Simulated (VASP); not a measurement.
## AlN: Born charges and dielectric tensor with PBE

**The experiment to reproduce.**

From “Structural and optical properties of self-assembled AlN nanowires grown on SiO2/Si substrates by molecular beam epitaxy”, 2024, arxiv:2402.00216, for a bulk crystal of AlN at 0 K: band gap 6.0343 eV (an exciton energy, a little under the gap).

AlN:

```
CELL_PARAMETERS angstrom
3.12857 0.00000 0.00000
-1.56429 2.70942 0.00000
0.00000 0.00000 5.01646
ATOMIC_POSITIONS crystal
Al 0.33333 0.66667 0.99926
Al 0.66667 0.33333 0.49926
N 0.33333 0.66667 0.38074
N 0.66667 0.33333 0.88074
```

| Quantity | Value |
| --- | --- |
| Program | VASP 6.6.1 |
| Task | Born charges and dielectric tensor |
| Functional | PBE |
| Potentials or basis | VASP PAW PBE potentials, release 64 (Al, N) |
| Cutoff | 520 eV |
| k mesh | 18 × 18 × 10 |
| Occupations | gaussian, width 0.02 eV |
| Spin | no spin polarisation |
| Further INCAR settings | ALGO = Normal; EDIFF = 1e-08; IBRION = 8; NSW = 1 |

```json
{
  "Band gap on the k mesh": "4.06 eV, direct",
  "Electronic dielectric tensor (diagonal)": "4.47, 4.47, 4.69",
  "Born charges (mean of the diagonal)": "Al +2.57; N -2.57 e",
  "Highest phonon frequency at Γ, LO-TO splitting left out": "708 cm⁻¹"
}
```

Levels at points of the mesh, in eV from the valence-band top:
```csv
k point,band 4,band 5,band 6,band 7,band 8,band 9,band 10,band 11,band 12
"(0.00, 0.00, 0.00)",-0.84,-0.84,-0.20,-0.20,0.00,4.06,6.52,10.47,11.04
"(0.50, 0.00, 0.00)",-4.12,-3.30,-2.05,-1.74,-0.68,5.76,5.77,8.04,10.15
"(0.00, 0.00, 0.50)",-3.30,-0.53,-0.53,-0.53,-0.53,6.32,6.32,10.18,10.18
"(0.50, 0.00, 0.50)",-5.52,-1.44,-1.44,-1.35,-1.35,5.25,5.25,9.15,9.15
```

Phonon frequencies in cm⁻¹ (negative: imaginary):
| q point | frequencies |
| --- | --- |
| (0.000, 0.000, 0.000) | 0 0 0 237 237 536 596 638 638 650 650 708 |

Electronic dielectric tensor:
```
4.47 0.00 0.00
0.00 4.47 0.00
0.00 0.00 4.69
```

Born effective charge tensors (e):
atom 1, Al
```
2.52 0.00 0.00
0.00 2.52 0.00
0.00 0.00 2.68
```
atom 2, Al
```
2.52 0.00 0.00
0.00 2.52 0.00
0.00 0.00 2.68
```
atom 3, N
```
-2.52  0.00  0.00
 0.00 -2.52  0.00
 0.00  0.00 -2.68
```
atom 4, N
```
-2.52  0.00  0.00
 0.00 -2.52  0.00
 0.00  0.00 -2.68
```

Run time: 7.2 min on 4 MPI ranks on Intel(R) Xeon(R) Platinum 8488C (Sapphire Rapids), with other jobs on the host, peak memory 1.7 GiB a rank.

A measured gap of AlN is 6.0343 eV (an exciton energy, a little under the gap; 0 K; quoted in “Structural and optical properties of self-assembled AlN nanowires grown on SiO2/Si substrates by molecular beam epitaxy”, 2024, arxiv:2402.00216); the calculated 4.06 eV misses it by -1.98 eV. 2 values of this kind are on record (6.034 to 6.0343 eV); this one was drawn at random. The value is that of PBE on a finite k mesh, which can miss the band edges, without temperature or zero-point motion. Semilocal functionals fall short of measured gaps as a rule.
